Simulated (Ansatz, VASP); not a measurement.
# Two plane-wave programs on Rb3Ba

```
Ba Rb
1.0
    -3.30263    3.30263    7.22087
     3.30263   -3.30263    7.22087
     3.30263    3.30263   -7.22087
Ba Rb
1 3
Direct
  0.00000 0.00000 0.00000
  0.50000 0.50000 0.00000
  0.25000 0.75000 0.50000
  0.75000 0.25000 0.50000
```

Change from the starting cell: volume scaled by 0.94.

Alike in both runs: task single point; functional PBE; k mesh 6 × 6 × 6; occupations fermi-dirac, width 0.05 eV; no spin polarisation.

|  | VASP | Ansatz |
| --- | --- | --- |
| version | VASP 6.6.1 | Ansatz 0.2.0 |
| potentials or method | VASP PAW PBE potentials, release 64 (Ba_sv, Rb_sv) | Ansatz PAW |
| plane-wave cutoff (eV) | 520 | 420 |
| valence electrons in the cell | 37 | 37 |

```csv
,VASP,Ansatz,Ansatz less VASP
gap on the k mesh at the Fermi level (eV),none,none,-
pressure (GPa),0.2,0.2,0.00
```

A gap of «none» marks a metal or a gap that the smearing closes. With one functional, cell and mesh, what is left measures potentials, basis and numerics.

Spin-orbit coupling is left out, which matters for the levels of Ba.
